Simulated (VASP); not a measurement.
Energy against volume of KF (rock salt). These are PBE GGA with D3 dispersion (zero damping), VASP's PBE PAW potentials (set 64) (plane waves; VASP) values and carry that method's errors. Numerical set-up: 520 eV cut-off, 9×9×9 Γ-centred mesh, Gaussian smearing of 0.050 eV, potentials K_sv F.

| V (Å³/atom) | E (eV/atom) |
|---|---|
| 18.333 | -4.27683 |
| 18.918 | -4.28313 |
| 19.504 | -4.28571 |
| 20.089 | -4.28512 |

**Question.** Fit these four points and predict the energy of the run at 20.674 Å³/atom.

**Answer.** A cubic in V^(−2/3), the third-order Birch-Murnaghan form, passes through the four points with V0 = 19.68 Å³/atom and B0 = 28 GPa, and gives -4.2818 eV/atom there. The run gave -4.2819 eV/atom, -0.1 meV/atom from the fit; all five points give B0 = 27 GPa.

The compound is KF in the rock salt structure. It was relaxed first.
